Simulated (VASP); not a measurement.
Input of a VASP 6.6.1 run:

Contents of INCAR:

```
SYSTEM = MnGa7N8
PREC     = Normal         ! precision mode
ENCUT    = 450            ! plane-wave cutoff, eV
EDIFF    = 1E-6           ! SCF threshold, eV
ISMEAR   = 0              ! smearing method
SIGMA    = 0.01           ! smearing width, eV
LREAL    = Auto         
LASPH    = .True.         ! aspherical terms in the spheres
NELM     = 150            ! most SCF steps
ALGO     = Normal         ! electronic algorithm
ISIF     = 2              ! what is computed and relaxed
LWAVE    = .False.        ! write WAVECAR
LCHARG   = .False.        ! write CHGCAR
ISPIN    = 2              ! spin polarisation
MAGMOM   = 4 0 0 0 0 0 0 0 0 0 0 0 0 0 0 0 ! initial moments
LORBIT   = 11             ! projections on sites
LMAXMIX  = 4              ! l up to which the mixer works
GGA      = PE             ! functional
IBRION   = 2              ! ionic algorithm
NSW      = 70             ! ionic steps
EDIFFG   = -0.025         ! ionic threshold
AMIX     = 0.2          
BMIX     = 1E-4         
AMIX_MAG = 0.8          
BMIX_MAG = 1E-4         
ICORELEVEL= 1            
NELECT   = 145.0        
ISYM     = 0
```

File KPOINTS:

```
regular mesh
0
Gamma
  3 3 3
  0 0 0
```

Contents of POSCAR:

```
MnGa7N8
1.0
    0.0000000000      0.0000000000      5.2440550000
   -3.2177240000     -5.5732640000      0.0000000000
    6.4354500000      0.0000000000      0.0000000000
Mn Ga N
1 7 8
Direct
    0.9999450200      0.1563313000      0.8381555500
    0.9991860000      0.1666665000      0.3333330000
    0.9991860000      0.6666665000      0.8333330000
    0.9991860000      0.6666665000      0.3333330000
    0.4991860000      0.3333335000      0.1666670000
    0.4991860000      0.3333335000      0.6666670000
    0.4991860000      0.8333335000      0.1666670000
    0.4991860000      0.8333335000      0.6666670000
    0.3667478800      0.1768191600      0.8326109600
    0.3758140000      0.1666665000      0.3333330000
    0.3758140000      0.6666665000      0.8333330000
    0.3758140000      0.6666665000      0.3333330000
    0.8618931400      0.3389625200      0.1676056200
    0.8545224300      0.3294111000      0.6533598500
    0.8758140000      0.8333335000      0.1666670000
    0.8670493800      0.8193839000      0.6654623300
```

Potentials or basis: VASP PAW PBE potentials, release 64 (Mn_pv, Ga_d, N).

Launch:

```sh
$ cat potpaw_PBE.64/Mn_pv/POTCAR potpaw_PBE.64/Ga_d/POTCAR potpaw_PBE.64/N/POTCAR > POTCAR
$ mpirun -np 4 vasp_std > vasp.out
```

Predict the net moment.

5.00 μB per cell.

What does it give for the band gap on the k mesh?

0.00 eV, direct.

What does it give for the site moments?

Mn +4.12; Ga +0.03, +0.02, +0.00; N +0.03, +0.01, +0.05 μB.

Estimate the energy gained by relaxing.

23.3 meV/atom.

The path:
```
step  energy change (eV)  largest force (eV/Å)  pressure (GPa)
   1              0.0000                1.9290           11.44
   2             -0.3268                0.4391           11.11
   3             -0.3268                0.4371           11.10
   4             -0.3537                0.2413           11.09
   5             -0.3543                0.2528           11.08
   6             -0.3638                0.1742           11.09
   7             -0.3671                0.1536           11.10
   8             -0.3712                0.0632           11.11
   9             -0.3713                0.0694           11.11
  10             -0.3720                0.0337           11.11
  11             -0.3720                0.0337           11.11
  12             -0.3723                0.0287           11.12
  13             -0.3724                0.0354           11.13
  14             -0.3723                0.0556           11.12
  15             -0.3724                0.0389           11.12
  16             -0.3726                0.0208           11.12
```

Caveat: the cell is charged against a uniform background, so pressure and absolute levels hang on convention; the cutoff is under 1.25 times the usual one of these potentials, so pressure, stress and relaxed cells hold a basis-set (Pulay) error; only a ferromagnetic start was run, and an antiferromagnetic order may lie lower in energy. PBE gaps usually lie below the measured ones, often by a third to a half.
